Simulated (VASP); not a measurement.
```yaml
crystal:
  lattice:
    - [1.77000, -3.06573, 0.00000]
    - [1.77000, 3.06573, 0.00000]
    - [0.00000, 0.00000, 6.01000]
  atoms:
    - { symbol: Ti, position: [0.00000, 0.00000, 0.00000] }
    - { symbol: Se, position: [0.33333, 0.66667, 0.25500] }
    - { symbol: Se, position: [0.66667, 0.33333, 0.74500] }
```

The base run (VASP): PBE GGA, plane waves, VASP's PBE PAW potentials (set 64). Run with 400 eV cut-off, 9×9×5 Γ-centred mesh, first-order Methfessel-Paxton smearing of 0.10 eV, potentials Ti_sv Se.

One setting is varied; ΔE counts from the base run. The base run took about 20 core-seconds. Costs are core time on shared hosts, one run each; read them as rough ratios.

Pressures at a finite cut-off, here 400 eV, hold a Pulay part, which wasn't tested here.

```json
[
 {"setting": "PREC = Low", "cost over the base run": "within a factor of 2", "electronic steps": "15", "ΔE (meV/atom)": "-0.3", "pressure (GPa)": "1.19"},
 {"setting": "PREC = Normal", "cost over the base run": "within a factor of 2", "electronic steps": "15", "ΔE (meV/atom)": "0.0", "pressure (GPa)": "1.17"},
 {"setting": "LASPH = .FALSE.", "cost over the base run": "within a factor of 2", "electronic steps": "15", "ΔE (meV/atom)": "1.5", "pressure (GPa)": "1.18"},
 {"setting": "PREC = Single", "cost over the base run": "within a factor of 2", "electronic steps": "15", "ΔE (meV/atom)": "0.0", "pressure (GPa)": "1.16"},
 {"setting": "base run", "cost over the base run": "reference", "electronic steps": "15", "ΔE (meV/atom)": "0.0", "pressure (GPa)": "1.17"},
 {"setting": "ADDGRID = .TRUE.", "cost over the base run": "within a factor of 2", "electronic steps": "15", "ΔE (meV/atom)": "0.0", "pressure (GPa)": "1.17"},
 {"setting": "LREAL = Auto", "cost over the base run": "within a factor of 2", "electronic steps": "15", "ΔE (meV/atom)": "0.0", "pressure (GPa)": "1.17"}
]
```

Left out are runs that failed, have no time on record or changed the cell.

The compound is TiSe2 in the 1T layered structure. The cell was not relaxed at this level.
